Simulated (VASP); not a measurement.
Input of a VASP 6.6.1 run:

The input INCAR:

```
PREC = Accurate
ENCUT = 600
EDIFF = 1E-6
ISMEAR = 0
SIGMA = 0.05
LREAL = F
LASPH = T
NELM = 100
ALGO = Fast
ISIF = 3
LWAVE = F
LCHARG = F
GGA = PE
IBRION = 2
NSW = 60
EDIFFG = -0.01
```

File KPOINTS:

```
regular mesh
0
Gamma
  5 5 5
```

The input POSCAR:

```
BiCl3O
1.0
    5.3986900000      0.0000000000      0.0000000000
    0.0000000000      5.3986900000      0.0000000000
    0.0000000000      0.0000000000      5.3986900000
Bi Cl O
1 3 1
Direct
    0.5000000000      0.5000000000      0.5000000000
    0.0000000000      0.5000000000      0.5000000000
    0.5000000000      0.0000000000      0.5000000000
    0.5000000000      0.5000000000      0.0000000000
    0.0000000000      0.0000000000      0.0000000000
```

Potentials or basis: VASP PAW PBE potentials, release 64 (Bi_d, Cl, O).

Launch:

```sh
$ cat potpaw_PBE.64/Bi_d/POTCAR potpaw_PBE.64/Cl/POTCAR potpaw_PBE.64/O/POTCAR > POTCAR
$ mpirun -np 1 vasp_std > vasp.out
```

**Question.** What does it give for the band gap on the k mesh?

**Answer.** None (metal or under the smearing width).

Final structure:
```cif
data_structure
_symmetry_space_group_name_H-M 'P 1'
_symmetry_Int_Tables_number 1
_cell_length_a 5.3987
_cell_length_b 5.3987
_cell_length_c 5.3987
_cell_angle_alpha 90.000
_cell_angle_beta 90.000
_cell_angle_gamma 90.000
_cell_volume 157.35
loop_
_atom_site_label
_atom_site_type_symbol
_atom_site_fract_x
_atom_site_fract_y
_atom_site_fract_z
_atom_site_occupancy
Bi1 Bi 0.50000 0.50000 0.50000 1
Cl1 Cl 0.00000 0.50000 0.50000 1
Cl2 Cl 0.50000 0.00000 0.50000 1
Cl3 Cl 0.50000 0.50000 0.00000 1
O1 O 0.00000 0.00000 0.00000 1
```

Caveat: the relaxation stopped at its first step, so nothing moved; spin-orbit coupling is left out, which moves the levels of the heavy elements.
